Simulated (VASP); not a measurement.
An input for Ansatz (written as the equivalent of a VASP run, and not itself run):

Ansatz 0.2 input:
```yaml
crystal:
  lattice:
    - [2.8568400, 1.6493970, 2.3311470]
    - [-2.8568400, 1.6493970, 2.3311470]
    - [0.0000000, -3.2987950, 2.3311470]
  atoms:
    - { symbol: Sc, position: [0.0000000, 0.0000000, 0.0000000] }
    - { symbol: F, position: [0.5000000, 0.0019300, 0.9980700] }
    - { symbol: F, position: [0.9980700, 0.5000000, 0.0019300] }
    - { symbol: F, position: [0.0019300, 0.9980700, 0.5000000] }
kpoints:
  mp_grid: { grid: [7, 7, 7] }
hamiltonian:
  xc: pbesol
  pseudopotentials: { kind: paw }
scf:
  occupations: { method: fermi_dirac, width: 0.05 }
  max_iter: 100
output: { forces: true, stress: true, eigenvalues: true }
```

Translate this input to VASP (INCAR, KPOINTS, POSCAR, choice of POTCAR).

Several could match; the one computed here: 
**INCAR**
```
LCHARG  =  .FALSE.
ISMEAR  =  -1   ! Fermi-Dirac
LASPH  =  .TRUE.   ! aspherical one-centre terms
EDIFF  =  1E-6   ! SCF stop (eV)
GGA  =  PS   ! PBEsol
ISIF  =  2   ! forces and stress, cell fixed
NELM  =  100   ! most electronic steps
SYSTEM  =  ScF3
LWAVE  =  .FALSE.
LREAL  =  .FALSE.   ! projection in real space or not
LMAXMIX  =  4
PREC  =  Accurate
ENCUT  =  400   ! plane-wave cut-off (eV)
ALGO  =  Normal
SIGMA  =  0.05   ! width (eV)
```

### KPOINTS
```
Automatic mesh
0
Gamma
7 7 7
0 0 0
```

POSCAR:
```
ScF3
1
    2.8568400000     1.6493970000     2.3311470000
   -2.8568400000     1.6493970000     2.3311470000
    0.0000000000    -3.2987950000     2.3311470000
Sc F
1 3
Direct
  0.0000000000   0.0000000000   0.0000000000
  0.5000000000   0.0019300000   0.9980700000
  0.9980700000   0.5000000000   0.0019300000
  0.0019300000   0.9980700000   0.5000000000
```

POTCAR, in this order: Sc_sv F (PBE.64 set). Program: vasp_std.

What does not carry over: each code has its own PAW files, so the cut-off isn't converted (ENCUT is set for VASP's; basis.ecutwfc is left out, and Ansatz then takes the one that its files recommend); Ansatz stops its SCF on the density residual and VASP on the energy change (EDIFF).

The structure comes from a computed database's ScF3 entry (R32); how it stands against other phases isn't given here. The cell was not relaxed at this level.
